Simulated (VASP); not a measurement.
All values below come from optB86b-vdW, VASP's PBE PAW potentials (set 64) (plane waves; VASP).

The input files of a VASP run:

KPOINTS:
```
Automatic mesh
0
Gamma
6 6 3
0 0 0
```

INCAR:
```
! general
SYSTEM   = ZnS
PREC     = Accurate
ENCUT    = 520
LREAL    = .FALSE.
LASPH    = .TRUE.   ! aspherical one-centre terms

! electronic loop
EDIFF    = 1E-6   ! SCF stop (eV)
NELM     = 100   ! most electronic steps
ALGO     = Normal   ! blocked Davidson
LMAXMIX  = 4   ! l cut-off of mixed one-centre charges

! smearing
ISMEAR   = 0   ! Gaussian
SIGMA    = 0.05   ! width (eV)

! functional
GGA      = MK
LUSE_VDW = .TRUE.
AGGAC    = 0.0
PARAM1   = 0.1234
PARAM2   = 1.0

! ions
IBRION   = 2   ! conjugate gradients
NSW      = 60
ISIF     = 3
EDIFFG   = -0.02   ! ionic stop

! output
LWAVE    = .FALSE.
LCHARG   = .FALSE.
```

File POSCAR:
```
ZnS
1.0
  1.9097335879  -3.3077555607   0.0000000000
  1.9097335879   3.3077555607   0.0000000000
  0.0000000000   0.0000000000   6.2624326114
Zn S
2 2
Cartesian
  1.9097335879  -1.1025873921   3.1326320012
  1.9097335879   1.1025873921   0.0014156955
  1.9097335879  -1.1025873921   5.4782128394
  1.9097335879   1.1025873921   2.3469965337
```

POTCAR, in this order: Zn S (PBE.64 set). Program: vasp_std.

Output

### OSZICAR
```
       N       E                     dE             d eps       ncg     rms          rms(c)
DAV:   1     0.250251842108E+03    0.25025E+03   -0.17698E+04   616   0.197E+03
DAV:   2     0.181647896705E+02   -0.23209E+03   -0.22552E+03   640   0.390E+02
DAV:   3    -0.499016850091E+01   -0.23155E+02   -0.23023E+02   730   0.121E+02
DAV:   4    -0.555602020642E+01   -0.56585E+00   -0.56522E+00   736   0.195E+01
DAV:   5    -0.556563340971E+01   -0.96132E-02   -0.96122E-02   724   0.250E+00    0.985E+00
DAV:   6    -0.473718428802E+01    0.82845E+00   -0.19886E+00   960   0.423E+01    0.765E+00
DAV:   7    -0.477461752860E+01   -0.37433E-01   -0.18658E+00   676   0.785E+00    0.334E+00
DAV:   8    -0.475569558932E+01    0.18922E-01   -0.11818E-01   856   0.451E+00    0.109E+00
DAV:   9    -0.475625528608E+01   -0.55970E-03   -0.18909E-02   834   0.251E+00    0.261E-01
DAV:  10    -0.475637766687E+01   -0.12238E-03   -0.12130E-03   730   0.383E-01    0.151E-01
DAV:  11    -0.475650685023E+01   -0.12918E-03   -0.15264E-04   718   0.973E-02    0.410E-02
DAV:  12    -0.475652052579E+01   -0.13676E-04   -0.21744E-05   800   0.556E-02    0.102E-02
DAV:  13    -0.475652123169E+01   -0.70590E-06   -0.14416E-06   560   0.138E-02
   1 F= -.47565212E+01 E0= -.47565212E+01  d E =-.475652E+01
```

OUTCAR:
```
------------------------ aborting loop because EDIFF is reached ----------------------------------------
  FORCE on cell =-STRESS in cart. coord.  units (eV):
  Direction    XX          YY          ZZ          XY          YZ          ZX
  --------------------------------------------------------------------------------------
  Total       -0.0025456     -0.0025456      0.0636677      0.0000000      0.0000000      0.0000000
  in kB       -0.0515487     -0.0515487      1.2892891      0.0000000      0.0000000      0.0000000
  external PRESSURE =       0.3953972 kB  Pullay stress =       0.0000000 kB
  volume of cell :       79.12
      direct lattice vectors                 reciprocal lattice vectors
     1.909733588 -3.307755561  0.000000000     0.261816624 -0.151159900  0.000000000
     1.909733588  3.307755561  0.000000000     0.261816624  0.151159900  0.000000000
     0.000000000  0.000000000  6.262432611     0.000000000  0.000000000  0.159682357
  FREE ENERGIE OF THE ION-ELECTRON SYSTEM (eV)
  ---------------------------------------------------
  free  energy   TOTEN  =        -4.7565212317 eV

  energy  without entropy=       -4.7565212317  energy(sigma->0) =       -4.75652123

 reached required accuracy - stopping structural energy minimisation
```
(Selected blocks of OUTCAR.)

The compound is ZnS in the wurtzite structure, the high-temperature form. It was relaxed first. The start is the result of an earlier pass.
